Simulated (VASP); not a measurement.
```
CELL_PARAMETERS angstrom
      1.83523    -3.17871     0.00000
      1.83523     3.17871     0.00000
      0.00000     0.00000    11.71777
ATOMIC_POSITIONS crystal
  La 0.00000 0.00000 0.50000
  La 0.00000 0.00000 0.00000
  La 0.33333 0.66667 0.25000
  La 0.66667 0.33333 0.75000
```

These are PBEsol GGA, VASP's PBE PAW potentials (set 64) (plane waves; VASP) values and carry that method's errors. Settings: 500 eV cut-off, 10×10×3 Γ-centred mesh, first-order Methfessel-Paxton smearing of 0.10 eV, potentials La.

Energy and stress use the plane-wave basis of the starting cell.

Problem. The ions, cell shape and volume at an external pressure of 5.0 GPa are relaxed. Give the cell that the relaxation ends in.

Solution. 
```
CELL_PARAMETERS angstrom
      1.74487    -3.02220     0.00000
      1.74487     3.02220     0.00000
      0.00000     0.00000    11.12715
ATOMIC_POSITIONS crystal
  La 0.00000 0.00000 0.50000
  La 0.00000 0.00000 0.00000
  La 0.33333 0.66667 0.25000
  La 0.66667 0.33333 0.75000
```
Space group P6_3/mmc (194), at a tolerance of 0.03 Å.

Problem. How do energy and volume change from the first to the last step?

Solution. The energy (σ→0) changes by +67.7 meV/atom and the volume by -14.2 %, in 3 ionic steps.

```tsv
step	E(σ→0) (eV)	max force (eV/Å)	pressure (GPa)	volume (Å³)
1	-21.3712	0.000	0.04	136.72
2	-21.0844	0.000	5.19	116.85
3	-21.1004	0.000	4.98	117.35
```

The compound is La in the dhcp structure. This run relaxes it under an external pressure of 5 GPa. Symmetry was kept, so distortions that lower it aren't found.
